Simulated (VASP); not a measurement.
Energy against volume of CeO2 (fluorite). Level of theory: optB86b-vdW, VASP's PBE PAW potentials (set 64) (plane waves; VASP). Settings: 520 eV cut-off, 7×7×7 Γ-centred mesh, Gaussian smearing of 0.050 eV, potentials Ce O.

```csv
V (Å³/atom),E (eV/atom)
12.581,-6.84397
12.982,-6.86851
13.384,-6.87661
13.785,-6.87088
```

Problem. Fit these four points and predict the energy of the run at 14.187 Å³/atom.

Solution. A cubic in V^(−2/3), the third-order Birch-Murnaghan form, passes through the four points with V0 = 13.41 Å³/atom and B0 = 182 GPa, and gives -6.8535 eV/atom there. The run gave -6.8533 eV/atom, +0.3 meV/atom from the fit; all five points give B0 = 183 GPa.

The compound is CeO2 in the fluorite structure. It was relaxed first. The run is not spin-polarised, so no magnetic state was tried.
